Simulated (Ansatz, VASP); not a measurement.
**GaSbN2 (alpha-NaFeO2 type (invented)) in two plane-wave programs**

Aim: how closely do two programs agree when they are given the same cell, functional and k mesh? The cell is generated by rule, not measured, and may not be a known phase. The two relaxations start from unlike cells of this crystal (the structure described is Ansatz's start), so only their ends are compared.

Main program and level: Ansatz 0.2.0; plane waves, with VASP 6.6.1 beside it; relaxation of cell and atoms at PBEsol.

### Step 1. Starting point

Symmetry: R-3m, No. 166, trigonal system. The conventional cell has a = 3.104 Å, b = 3.104 Å, c = 15.207 Å, α = 90.00°, β = 90.00°, γ = 120.00°. Ga has 6 N at 2.19 to 2.20 Å nearest. Nearest to Sb lie 6 N at 2.19 to 2.20 Å. Nearest to N lie 3 Sb at 2.19 Å and 3 Ga at 2.19 to 2.20 Å. Farther neighbours and most contacts between anions are not listed.

Structure file:

```cif
data_structure
_symmetry_space_group_name_H-M 'R-3m:H'
_symmetry_Int_Tables_number 166
_cell_length_a 3.1042
_cell_length_b 3.1042
_cell_length_c 15.2074
_cell_angle_alpha 90.000
_cell_angle_beta 90.000
_cell_angle_gamma 120.000
_cell_volume 126.91
loop_
_atom_site_label
_atom_site_type_symbol
_atom_site_symmetry_multiplicity
_atom_site_Wyckoff_symbol
_atom_site_fract_x
_atom_site_fract_y
_atom_site_fract_z
_atom_site_occupancy
Ga1 Ga 3 a 0.00000 0.00000 0.00000 1
Sb1 Sb 3 b 0.66667 0.33333 0.83333 1
N1 N 6 c 0.33333 0.66667 0.91667 1
```

### Step 2. VASP: relaxation of cell and atoms, PBEsol

The relaxed volume is the usual yardstick between codes: in a stiff, nearly cubic crystal its relative difference is about their pressure difference at one cell divided by the bulk modulus.

Lines of VASP's logs that name or quote its potential files are left out, and so is its time.

File INCAR:

```
SYSTEM = GaSbN2
PREC = Accurate
ENCUT = 600
EDIFF = 1E-07
NELM = 120
ISMEAR = 0
SIGMA = 0.1
LREAL = .FALSE.
ALGO = Normal
GGA = PS
NBANDS = 20
LORBIT = 11
LWAVE = .FALSE.
LCHARG = .FALSE.
ISIF = 3
IBRION = 2
NSW = 80
EDIFFG = -0.005
LASPH = .TRUE.
GGA_COMPAT = .FALSE.
NELMIN = 4
KPAR = 2
```

File POSCAR:

```
GaSbN2
1.0
    1.6188937272      0.9346689810      5.3937959871
   -1.6188937272      0.9346689810      5.3937959871
    0.0000000000     -1.8693379619      5.3937959871
Ga Sb N
1 1 2
Direct
    0.0000000000      0.0000000000      0.0000000000
    0.5000000329      0.5000000329      0.5000000329
    0.2635322925      0.2635322925      0.2635322925
    0.7364677075      0.7364677075      0.7364677075
```

File KPOINTS:

```
Automatic mesh
0
Gamma
9 9 9
0 0 0
```

The projector-augmented-wave data sets are Ga_d, Sb and N (PBE family, release 64).

On the command line:

```sh
$ mpirun -np 2 vasp_std
```

Numbers of over 12 decimals in the logs are rounded to 6 here.

Log:

```text
[banner, memory and clock lines left out]
running    2 mpi-ranks, on    1 nodes
 distrk:  each k-point on    1 cores,    2 groups
 distr:  one band on    1 cores,    1 groups

 POSCAR found type information on POSCAR GaSbN
 POSCAR found :  3 types and       4 ions
|                                                                             |
|               ----> ADVICE to this user running VASP <----                  |
|                                                                             |
|     You enforced a specific xc type in the INCAR file but a different       |
|     [... a line on the potential file left out ...]
|     I HOPE YOU KNOW WHAT YOU ARE DOING!                                     |
|                                                                             |

 LDA part: xc-table for (Slater+PW92), standard interpolation
 POSCAR, INCAR and KPOINTS ok, starting setup
 FFT: planning ... GRIDC
 FFT: planning ... GRID_SOFT
 FFT: planning ... GRID
 WAVECAR not read
 entering main loop
       N       E                     dE             d eps       ncg     rms          rms(c)
DAV:   1     0.221729786618E+03    0.22173E+03   -0.14624E+04  3624   0.215E+03
DAV:   2     0.165951276483E+01   -0.22007E+03   -0.21118E+03  3880   0.467E+02
DAV:   3    -0.254922629817E+02   -0.27152E+02   -0.26013E+02  4024   0.128E+02
DAV:   4    -0.267045596907E+02   -0.12123E+01   -0.12008E+01  4148   0.282E+01
DAV:   5    -0.267368240442E+02   -0.32264E-01   -0.32226E-01  4060   0.423E+00    0.103E+01
DAV:   6    -0.234754966747E+02    0.32613E+01   -0.19865E+01  5472   0.409E+01    0.518E+00
DAV:   7    -0.233779789435E+02    0.97518E-01   -0.14942E+00  3812   0.108E+01    0.237E+00
DAV:   8    -0.233526393898E+02    0.25340E-01   -0.18220E-01  4128   0.313E+00    0.679E-01
DAV:   9    -0.233444637216E+02    0.81757E-02   -0.16106E-02  5032   0.185E+00    0.221E-01
DAV:  10    -0.233444202866E+02    0.43435E-04   -0.29334E-03  4208   0.467E-01    0.919E-02
DAV:  11    -0.233444096289E+02    0.10658E-04   -0.52349E-04  3912   0.163E-01    0.262E-02
DAV:  12    -0.233444055549E+02    0.40740E-05   -0.46983E-05  3932   0.543E-02    0.598E-03
DAV:  13    -0.233444050889E+02    0.46598E-06   -0.62929E-06  4108   0.209E-02    0.191E-03
DAV:  14    -0.233444049989E+02    0.90017E-07   -0.59862E-07  3940   0.580E-03
   1 F= -.23344405E+02 E0= -.23343070E+02  d E =-.233444E+02
 curvature:   0.00 expect dE= 0.000E+00 dE for cont linesearch  0.000E+00
 trial: gam= 0.00000 g(F)=  0.197E-06 g(S)=  0.352E-04 ort = 0.000E+00 (trialstep = 0.100E+01)
 search vector abs. value=  0.354E-04
 bond charge predicted
       N       E                     dE             d eps       ncg     rms          rms(c)
DAV:   1    -0.233445934260E+02   -0.18834E-03   -0.33428E-03  4560   0.118E+00    0.884E-02
DAV:   2    -0.233444486274E+02    0.14480E-03   -0.43753E-04  4532   0.471E-01    0.376E-02
DAV:   3    -0.233444155703E+02    0.33057E-04   -0.51462E-05  4624   0.176E-01    0.164E-02
DAV:   4    -0.233444080516E+02    0.75187E-05   -0.13816E-05  5240   0.589E-02    0.388E-03
DAV:   5    -0.233444075933E+02    0.45825E-06   -0.21096E-06  4060   0.142E-02    0.212E-03
DAV:   6    -0.233444074610E+02    0.13229E-06   -0.70410E-08  2156   0.375E-03    0.841E-04
DAV:   7    -0.233444074426E+02    0.18401E-07   -0.48450E-08  2016   0.283E-03
   2 F= -.23344407E+02 E0= -.23343073E+02  d E =-.244375E-05
 trial-energy change:   -0.000002  1 .order   -0.000002   -0.000035    0.000031
 step:   0.5367(harm=  0.5367)  dis= 0.00004  next Energy=   -23.344415 (dE=-0.951E-05)
 bond charge predicted
       N       E                     dE             d eps       ncg     rms          rms(c)
DAV:   1    -0.233444546232E+02   -0.47162E-04   -0.71888E-04  4556   0.548E-01    0.408E-02
DAV:   2    -0.233444232182E+02    0.31405E-04   -0.93003E-05  4532   0.219E-01    0.174E-02
DAV:   3    -0.233444161554E+02    0.70629E-05   -0.11013E-05  4604   0.823E-02    0.758E-03
DAV:   4    -0.233444144073E+02    0.17481E-05   -0.29795E-06  5232   0.270E-02    0.180E-03
DAV:   5    -0.233444142667E+02    0.14053E-06   -0.43576E-07  2860   0.652E-03    0.978E-04
DAV:   6    -0.233444142405E+02    0.26218E-07   -0.26854E-08  1956   0.222E-03
   3 F= -.23344414E+02 E0= -.23343080E+02  d E =-.924164E-05
 curvature:  -0.27 expect dE=-0.380E-06 dE for cont linesearch -0.116E-06
 trial: gam=-0.07060 g(F)=  0.195E-06 g(S)=  0.122E-05 ort = 0.392E-05 (trialstep = 0.907E+00)
 search vector abs. value=  0.104E-05
 reached required accuracy - stopping structural energy minimisation
```

Parts of OUTCAR (step 2):

```text
ion  position               nearest neighbor table
   1  0.000  0.000  0.000-   4 2.18   4 2.18   3 2.18   3 2.18   4 2.18   3 2.18   2 3.28   2 3.28
                             2 3.28   2 3.28   2 3.28   2 3.28
   2  0.500  0.500  0.500-   3 2.44   3 2.44   3 2.44   4 2.44   4 2.44   4 2.44   1 3.28   1 3.28
                             1 3.28   1 3.28   1 3.28   1 3.28
   3  0.264  0.264  0.264-   1 2.18   1 2.18   1 2.18   2 2.44   2 2.44   2 2.44
   4  0.736  0.736  0.736-   1 2.18   1 2.18   1 2.18   2 2.44   2 2.44   2 2.44

  LATTYP: Found a trigonal (rhomboedric) cell.
 ALAT       =     5.7085425596
 COS(alpha) =     0.8391517442

 Subroutine GETGRP returns: Found 12 space group operations
 (whereof 12 operations were pure point group operations)

The static configuration has the point symmetry D_3d.

 Found     85 irreducible k-points:

   k-points           NKPTS =     85   k-points in BZ     NKDIM =     85   number of bands    NBANDS=     20

   dimension x,y,z NGX =    48 NGY =   48 NGZ =   48
   dimension x,y,z NGXF=    96 NGYF=   96 NGZF=   96

   ENCUT  =  600.0 eV  44.10 Ry    6.64 a.u.  11.40 11.40 11.40*2*pi/ulx,y,z

   NELECT =      28.0000    total number of electrons

 k-points in reciprocal lattice and weights: Automatic mesh
   0.00000000  0.00000000  0.00000000       0.001
   0.11111111 -0.00000000  0.00000000       0.008
   0.22222222  0.00000000 -0.00000000       0.008
   0.33333333  0.00000000 -0.00000000       0.008
   0.44444444  0.00000000 -0.00000000       0.008
   0.11111111  0.11111111  0.00000000       0.008
   0.22222222  0.11111111 -0.00000000       0.016
   0.33333333  0.11111111 -0.00000000       0.016
   0.44444444  0.11111111 -0.00000000       0.016
[...]
0.44444444  0.44444444  0.44444444       0.003
  -0.44444444  0.44444444  0.44444444       0.008

 average (electrostatic) potential at core
       1 -60.8405       2 -84.0616       3 -59.5428       4 -59.5428

 E-fermi :   9.6249

 k-point     1 :       0.0000    0.0000    0.0000
  band No.  band energies     occupation
    ...
     10       6.6011      2.00000
     11       7.2526      2.00000
     12       7.2526      2.00000
     13       7.4969      2.00000
     14       7.4969      2.00000
     15      10.6009      0.00000
     16      13.6103      0.00000
     17      13.6103      0.00000
     18      13.7606      0.00000
     19      18.4397      0.00000
    ...

 k-point     2 :       0.1111   -0.0000    0.0000
  band No.  band energies     occupation
    ...
     10       5.9215      2.00000
     11       7.0460      2.00000
     12       7.0986      2.00000
     13       7.3203      2.00000
     14       8.3613      2.00000
     15      11.2460      0.00000
     16      12.1246      0.00000
     17      13.7832      0.00000
     18      14.5463      0.00000
     19      17.4477      0.00000
    ...

 k-point     3 :       0.2222    0.0000   -0.0000
  band No.  band energies     occupation
    ...
     10       4.1426      2.00000
     11       6.5592      2.00000
     12       6.7064      2.00000
     13       6.9334      2.00000
     14       9.0916      2.00000
     15      10.8663      0.00000
     16      12.2651      0.00000
     17      13.9581      0.00000
     18      13.9748      0.00000
     19      15.9685      0.00000
    ...

  Total        0.0025471      0.0025471     -0.0094029      0.0000000     -0.0000000      0.0000000
  in kB        0.0833852      0.0833852     -0.3078191      0.0000000     -0.0000000      0.0000000
  external PRESSURE =      -0.0470162 kB  Pullay stress =       0.0000000 kB

  energy-cutoff  :      600.00
  volume of cell :       48.94
      direct lattice vectors                 reciprocal lattice vectors
     1.618667041  0.934538104  5.392240592     0.308896139  0.178341221  0.061817222
    -1.618667041  0.934538104  5.392240592    -0.308896139  0.178341221  0.061817222
     0.000000000 -1.869076207  5.392240592     0.000000000 -0.356682442  0.061817222

 POSITION                                       TOTAL-FORCE (eV/Angst)
 -----------------------------------------------------------------------------------
      0.00000      0.00000      0.00000         0.000000      0.000000      0.000000
      0.00000      0.00000      8.08836         0.000000     -0.000000      0.000000
      0.00000      0.00000      4.26313         0.000000      0.000000      0.001422
      0.00000      0.00000     11.91360         0.000000     -0.000000     -0.001422
 -----------------------------------------------------------------------------------
    total drift:                                0.000000      0.000000      0.000060

  FREE ENERGIE OF THE ION-ELECTRON SYSTEM (eV)
  ---------------------------------------------------
  free  energy   TOTEN  =       -23.3444142405 eV

  energy  without entropy=      -23.3417452073  energy(sigma->0) =      -23.34307972

 reached required accuracy - stopping structural energy minimisation

 total charge
# of ion       s       p       d       tot
------------------------------------------
    1        0.755   0.665  10.118  11.538
    2        1.365   0.855   0.094   2.314
    3        1.277   2.304   0.000   3.581
    4        1.277   2.304   0.000   3.581
--------------------------------------------------
tot          4.674   6.128  10.212  21.014

[... 3 further parts left out ...]
```

CONTCAR:

```
GaSbN2
   1.00000000000000
     1.6186670410674391    0.9345381035945640    5.3922405923797010
    -1.6186670410674391    0.9345381035945640    5.3922405923797010
     0.0000000000000000   -1.8690762070891709    5.3922405923797063
  Ga              Sb              N
     1     1     2
Direct
     0.0000000000000000    0.0000000000000000    0.0000000000000000
     0.5000000328999974    0.5000000328999974    0.5000000328999974
     0.2635345751944482    0.2635345751944482    0.2635345751944482
     0.7364654248055518    0.7364654248055518    0.7364654248055518
```

The run keeps the 12 symmetry operations of its start, so it cannot find a distortion of lower symmetry.

(Continued in part 2 of 2.)

[Lines on the potential files, build, host, timing and source positions are cut from VASP's logs without a mark.]

[Logs are printed without paths, hosts, clocks, repeated set-up lines and the standing remarks that a program may print on its own settings, such as how far it seeks lower states.]

[Hosts, paths, dates, database ids (printed as entryN), source tags and the programs' standing remarks are cut or masked in the printed files.]
